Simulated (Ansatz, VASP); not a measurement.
# ZnO (zincite) in two plane-wave programs, part 2 of 3

Wanted: the spread between two codes on one cell, functional and k mesh. The cell is taken from a series of runs on this material, whose earlier steps may have relaxed, scaled, displaced or heated it; both programs get it as it stands.

VASP 6.6.1 and Ansatz 0.2.0.

So far: Set-up; Ansatz: zone-centre phonons, PBE.

### Step 3. VASP: zone-centre phonons, PBE

Level of this step: PBE; plane waves and PAW (O, Zn) (VASP).

The same cell, functional and mesh now go to VASP, with its own data sets.

Lines of VASP's logs that name or quote its potential files are left out, and so is its time.

INCAR reads:

```
SYSTEM = ZnO
PREC = Accurate
ENCUT = 600
EDIFF = 1E-08
NELM = 120
ISMEAR = 0
SIGMA = 0.01
LREAL = .FALSE.
ALGO = Normal
GGA = PE
NBANDS = 24
LORBIT = 11
LWAVE = .FALSE.
LCHARG = .FALSE.
ISIF = 2
IBRION = 8
LEPSILON = .TRUE.
LASPH = .TRUE.
GGA_COMPAT = .FALSE.
EFERMI = MIDGAP
KPAR = 2
```

POSCAR reads:

```
ZnO
1.0
    3.2359054834      0.0000000000      0.0000000000
   -1.6179527417      2.8023763529      0.0000000000
    0.0000000000      0.0000000000      5.2217006082
O Zn
2 2
Direct
    0.6666666667      0.3333333333      0.3790506323
    0.3333333333      0.6666666667      0.8790506323
    0.3333333333      0.6666666667      0.4999593677
    0.6666666667      0.3333333333      0.9999593677
```

KPOINTS reads:

```
Automatic mesh
0
Gamma
15 15 10
0 0 0
```

PAW data sets: O and Zn (PBE family, release 64).

Started as:

```bash
mpirun -np 2 vasp_std
```

Log:

```text
[banner, memory and clock lines left out]
running    2 mpi-ranks, on    1 nodes
 distrk:  each k-point on    1 cores,    2 groups
 distr:  one band on    1 cores,    1 groups

 POSCAR found type information on POSCAR O Zn
 POSCAR found :  2 types and       4 ions
 LDA part: xc-table for (Slater+PW92), standard interpolation
 POSCAR, INCAR and KPOINTS ok, starting setup
 FFT: planning ... GRIDC
 FFT: planning ... GRID_SOFT
 FFT: planning ... GRID
 WAVECAR not read
 entering main loop
       N       E                     dE             d eps       ncg     rms          rms(c)
DAV:   1     0.298284756649E+03    0.29828E+03   -0.20218E+04  7864   0.240E+03
DAV:   2     0.893148416291E+01   -0.28935E+03   -0.27417E+03  8400   0.450E+02
DAV:   3    -0.205681451239E+02   -0.29500E+02   -0.29258E+02  8896   0.147E+02
DAV:   4    -0.210549750260E+02   -0.48683E+00   -0.48648E+00  8960   0.198E+01
DAV:   5    -0.210579386719E+02   -0.29636E-02   -0.29636E-02  8952   0.149E+00    0.148E+01
DAV:   6    -0.176677592538E+02    0.33902E+01   -0.89478E+00 13160   0.667E+01    0.914E+00
DAV:   7    -0.178528045586E+02   -0.18505E+00   -0.27541E+00  8032   0.183E+01    0.543E+00
DAV:   8    -0.178683775160E+02   -0.15573E-01   -0.61390E-01 11752   0.807E+00    0.167E+00
DAV:   9    -0.178145802046E+02    0.53797E-01   -0.13144E-01 12008   0.691E+00    0.314E-01
DAV:  10    -0.178177000514E+02   -0.31198E-02   -0.45526E-02  7864   0.149E+00    0.150E-01
DAV:  11    -0.178176693455E+02    0.30706E-04   -0.99052E-04 10808   0.355E-01    0.307E-02
DAV:  12    -0.178177255544E+02   -0.56209E-04   -0.79530E-05  8992   0.111E-01    0.309E-02
DAV:  13    -0.178177212471E+02    0.43073E-05   -0.22220E-05 10664   0.988E-02    0.107E-02
DAV:  14    -0.178177204436E+02    0.80344E-06   -0.90789E-06  9120   0.374E-02    0.406E-03
DAV:  15    -0.178177199274E+02    0.51627E-06   -0.13472E-06 10136   0.108E-02    0.115E-03
DAV:  16    -0.178177198699E+02    0.57476E-07   -0.11961E-07  8344   0.303E-03    0.104E-03
DAV:  17    -0.178177198519E+02    0.17966E-07   -0.28404E-08  6768   0.183E-03    0.237E-04
DAV:  18    -0.178177198571E+02   -0.51423E-08   -0.28428E-09  4296   0.497E-04
   1 F= -.17817720E+02 E0= -.17817720E+02  d E =0.000000E+00
 Linear response reoptimize wavefunctions to high precision
DAV:   1    -0.178177198670E+02   -0.99808E-08   -0.25718E-09  4472   0.661E-04
DAV:   2    -0.178177198671E+02   -0.32742E-10   -0.39532E-10  4216   0.193E-04
 Linear response G [H, r] |phi>, progress :
  Direction:   1
       N       E                     dE             d eps       ncg     rms
RMM:   1    -0.883328513728E+02   -0.88333E+02    0.37152E+02 15991   0.111E+02
 LRF_COMMUTATOR internal error: the vector H(1)-e(1) S(1) |phi(0)> is not orthog
 onal to |phi(0)> (-1.105917324601986E-004,-1.010580508165049E-013)
 LRF_COMMUTATOR internal error: the vector H(1)-e(1) S(1) |phi(0)> is not orthog
 onal to |phi(0)> (-1.041405779522997E-004,4.038609724421605E-014)
 LRF_COMMUTATOR internal error: the vector H(1)-e(1) S(1) |phi(0)> is not orthog
 onal to |phi(0)> (1.041405724150624E-004,3.236300116782331E-014)
RMM:   2    -0.930349735427E+02   -0.47021E+01   -0.11343E+01 11311   0.377E+01
 LRF_COMMUTATOR internal error: the vector H(1)-e(1) S(1) |phi(0)> is not orthog
 onal to |phi(0)> (-1.105917324522379E-004,-1.061303822602611E-013)
 LRF_COMMUTATOR internal error: the vector H(1)-e(1) S(1) |phi(0)> is not orthog
 onal to |phi(0)> (-1.041405779520013E-004,4.860434971165617E-014)
 LRF_COMMUTATOR internal error: the vector H(1)-e(1) S(1) |phi(0)> is not orthog
 onal to |phi(0)> (1.041405724108158E-004,3.493733080617289E-014)
RMM:   3    -0.935347658358E+02   -0.49979E+00   -0.10270E+00 13713   0.749E+00
RMM:   4    -0.935343609511E+02    0.40488E-03   -0.20495E-02 13187   0.107E+00
RMM:   5    -0.935345682593E+02   -0.20731E-03   -0.39343E-03 14097   0.239E-01
RMM:   6    -0.935343280187E+02    0.24024E-03   -0.43524E-04 13911   0.441E-02
RMM:   7    -0.935343061769E+02    0.21842E-04   -0.16054E-04 14194   0.112E-02
RMM:   8    -0.935342915056E+02    0.14671E-04   -0.37613E-05 13793   0.322E-03
RMM:   9    -0.935342902757E+02    0.12299E-05   -0.50360E-05 10817   0.141E-03
RMM:  10    -0.935342898402E+02    0.43550E-06    0.74487E-06  8892   0.957E-04
RMM:  11    -0.935342896802E+02    0.16000E-06   -0.82405E-06  7847   0.842E-04
RMM:  12    -0.935342895717E+02    0.10851E-06    0.36195E-05  7041   0.812E-04
RMM:  13    -0.935342896618E+02   -0.90034E-07    0.11245E-05  6788   0.824E-04
RMM:  14    -0.935342897181E+02   -0.56389E-07    0.54335E-05  6673   0.815E-04
 Linear response G [H, r] |phi>, progress :
  Direction:   2
       N       E                     dE             d eps       ncg     rms
RMM:   1    -0.932635724288E+02   -0.93264E+02    0.28786E+02 15904   0.108E+02
 LRF_COMMUTATOR internal error: the vector H(1)-e(1) S(1) |phi(0)> is not orthog
 onal to |phi(0)> (-1.041406057115044E-004,-6.514060124640508E-014)
[...]
RMM:   2    -0.550659963358E+00   -0.72684E-01   -0.14459E-02 47668   0.116E+00    0.108E+00
RMM:   3    -0.548269726049E+00    0.23902E-02   -0.50069E-03 48077   0.482E-01    0.630E-01
RMM:   4    -0.568499331082E+00   -0.20230E-01   -0.66245E-03 49006   0.614E-01    0.480E-02
RMM:   5    -0.570749187232E+00   -0.22499E-02   -0.26375E-04 47868   0.120E-01    0.166E-02
[...]
RMM:  10    -0.572337481638E+00   -0.74903E-06    0.12041E-08 12614   0.344E-04    0.327E-05
RMM:  11    -0.572338262915E+00   -0.78128E-06    0.67858E-09  6662   0.523E-05    0.120E-05
RMM:  12    -0.572338019190E+00    0.24373E-06    0.14608E-09  7251   0.621E-05    0.366E-06
 change of polarisation eV/A/(eV/A) component  3 :    -0.139    -0.115     1.082
 dielectric tensor                  component  3 :    -0.532    -0.441     5.134
 Linear response DOF=           4
 Linear response progress:
  Degree of freedom:   1/  4
       N       E                     dE             d eps       ncg     rms          rms(c)
RMM:   1    -0.366258550109E+00   -0.36626E+00    0.59513E-01119838   0.421E+00
RMM:   2    -0.358410401347E+00    0.78481E-02   -0.10330E-02 77960   0.105E+00    0.216E-01
RMM:   3    -0.359839421464E+00   -0.14290E-02   -0.87805E-04 90003   0.229E-01    0.122E-01
RMM:   4    -0.361501025373E+00   -0.16616E-02   -0.30505E-04 79075   0.112E-01    0.181E-02
RMM:   5    -0.361496616731E+00    0.44086E-05   -0.12869E-05 95152   0.275E-02    0.335E-03
RMM:   6    -0.361424683089E+00    0.71934E-04   -0.68588E-07 82259   0.556E-03    0.984E-04
RMM:   7    -0.361419754119E+00    0.49290E-05   -0.12407E-07 96010   0.178E-03    0.301E-04
RMM:   8    -0.361419105271E+00    0.64885E-06   -0.80319E-09 95587   0.479E-04    0.848E-05
RMM:   9    -0.361418477761E+00    0.62751E-06   -0.59652E-10 95336   0.924E-05    0.162E-05
RMM:  10    -0.361418635527E+00   -0.15777E-06   -0.45032E-09 97150   0.364E-05    0.624E-06
RMM:  11    -0.361418738775E+00   -0.10325E-06   -0.17892E-09 94434   0.180E-05    0.381E-06
RMM:  12    -0.361418710954E+00    0.27821E-07   -0.12250E-10 86232   0.742E-06    0.707E-07
RMM:  13    -0.361418703234E+00    0.77195E-08   -0.27119E-09 68520   0.472E-06    0.183E-07
 first order change of Fermi-energy  -0.57425E-01
 force on displaced ion       1 direction 1 :  -8.646  -0.000   0.000
 Born effective charge ion    1 direction 1 :  -2.107   0.000   0.000
 Linear response progress:
  Degree of freedom:   2/  4
       N       E                     dE             d eps       ncg     rms          rms(c)
RMM:   1    -0.385490563066E+00   -0.38549E+00    0.59227E-01 25237   0.415E+00
RMM:   2    -0.376529062579E+00    0.89615E-02   -0.10421E-02 16194   0.107E+00    0.299E-01
RMM:   3    -0.377756637938E+00   -0.12276E-02   -0.12173E-03 17224   0.263E-01    0.153E-01
RMM:   4    -0.379095877446E+00   -0.13392E-02   -0.40151E-04 16628   0.126E-01    0.351E-02
RMM:   5    -0.379250297775E+00   -0.15442E-03   -0.22448E-05 19366   0.327E-02    0.103E-02
RMM:   6    -0.379138844864E+00    0.11145E-03   -0.56085E-06 17894   0.162E-02    0.167E-03
RMM:   7    -0.379157573056E+00   -0.18728E-04   -0.95011E-07 18844   0.436E-03    0.692E-04
RMM:   8    -0.379161273426E+00   -0.37004E-05   -0.19966E-07 18433   0.138E-03    0.401E-04
RMM:   9    -0.379156280605E+00    0.49928E-05    0.34881E-08 19547   0.585E-04    0.722E-05
RMM:  10    -0.379155648628E+00    0.63198E-06    0.14897E-08 18899   0.127E-04    0.372E-05
RMM:  11    -0.379156119635E+00   -0.47101E-06   -0.31856E-09 19055   0.799E-05    0.864E-06
RMM:  12    -0.379156085986E+00    0.33650E-07    0.12088E-09 19968   0.176E-05    0.440E-06
RMM:  13    -0.379156157763E+00   -0.71777E-07   -0.10468E-09 19068   0.131E-05    0.110E-06
RMM:  14    -0.379156156840E+00    0.92266E-09    0.10588E-10 15904   0.605E-06    0.696E-07
 first order change of Fermi-energy   0.14511E+00
 force on displaced ion       1 direction 3 :  -0.000  -0.000 -11.999
 Born effective charge ion    1 direction 3 :   0.000  -0.000  -2.159
 Linear response progress:
  Degree of freedom:   3/  4
       N       E                     dE             d eps       ncg     rms          rms(c)
RMM:   1    -0.210047218825E+00   -0.21005E+00    0.19595E-02 96207   0.253E+00
RMM:   2    -0.208480421560E+00    0.15668E-02   -0.39530E-03 80131   0.591E-01    0.200E-01
RMM:   3    -0.208176742629E+00    0.30368E-03   -0.16660E-04 94786   0.948E-02    0.119E-01
RMM:   4    -0.207681164242E+00    0.49558E-03   -0.23645E-05 94931   0.440E-02    0.463E-03
RMM:   5    -0.207647162558E+00    0.34002E-04   -0.87890E-07 98167   0.485E-03    0.149E-03
RMM:   6    -0.207634128035E+00    0.13035E-04   -0.25162E-07 96273   0.215E-03    0.409E-04
RMM:   7    -0.207629997440E+00    0.41306E-05    0.42429E-09 97459   0.825E-04    0.753E-05
RMM:   8    -0.207630189388E+00   -0.19195E-06    0.26519E-08 95683   0.901E-05    0.357E-05
RMM:   9    -0.207630246651E+00   -0.57262E-07    0.63888E-09 96595   0.613E-05    0.572E-06
RMM:  10    -0.207630217718E+00    0.28932E-07    0.93600E-09 99050   0.172E-05    0.213E-06
RMM:  11    -0.207630205399E+00    0.12319E-07    0.36065E-09 81701   0.783E-06    0.942E-07
RMM:  12    -0.207630207444E+00   -0.20443E-08    0.68289E-10 75354   0.675E-06    0.139E-07
 first order change of Fermi-energy   0.85505E-01
 force on displaced ion       3 direction 1 :  -8.045   0.000  -0.000
 Born effective charge ion    3 direction 1 :   2.106  -0.000  -0.000
 Linear response progress:
  Degree of freedom:   4/  4
       N       E                     dE             d eps       ncg     rms          rms(c)
RMM:   1    -0.220567296144E+00   -0.22057E+00    0.22074E-02 20513   0.259E+00
RMM:   2    -0.217177583774E+00    0.33897E-02   -0.39357E-03 16912   0.645E-01    0.194E-01
RMM:   3    -0.216741683466E+00    0.43590E-03   -0.28644E-04 19083   0.124E-01    0.119E-01
RMM:   4    -0.216251943546E+00    0.48974E-03   -0.22811E-04 19639   0.840E-02    0.399E-02
RMM:   5    -0.216066319597E+00    0.18562E-03   -0.89631E-05 18239   0.298E-02    0.562E-03
RMM:   6    -0.216050817120E+00    0.15502E-04    0.15672E-05 20639   0.784E-03    0.306E-03
RMM:   7    -0.216049482191E+00    0.13349E-05    0.10957E-05 17815   0.506E-03    0.656E-04
RMM:   8    -0.216050118024E+00   -0.63583E-06   -0.12865E-06 20795   0.180E-03    0.284E-04
RMM:   9    -0.216050818491E+00   -0.70047E-06   -0.13998E-06 20733   0.441E-04    0.854E-05
RMM:  10    -0.216051123148E+00   -0.30466E-06    0.49022E-08 20128   0.161E-04    0.245E-05
RMM:  11    -0.216051160900E+00   -0.37752E-07   -0.11076E-07 20927   0.667E-05    0.805E-06
RMM:  12    -0.216051158081E+00    0.28195E-08   -0.30689E-08 19493   0.218E-05    0.233E-06
 first order change of Fermi-energy  -0.14540E+00
 force on displaced ion       3 direction 3 :  -0.000   0.000 -12.068
 Born effective charge ion    3 direction 3 :   0.000   0.000   2.159
 Born effective charges drift removed
 Linear response finished
```

(Continued in part 3 of 3.)

[Lines on the potential files, build, host, timing and source positions are cut from VASP's logs without a mark.]

[Logs are printed without paths, hosts, clocks, repeated set-up lines and the standing remarks that a program may print on its own settings, such as how far it seeks lower states.]

[Hosts, paths, dates, database ids (printed as entryN), source tags and the programs' standing remarks are cut or masked in the printed files.]
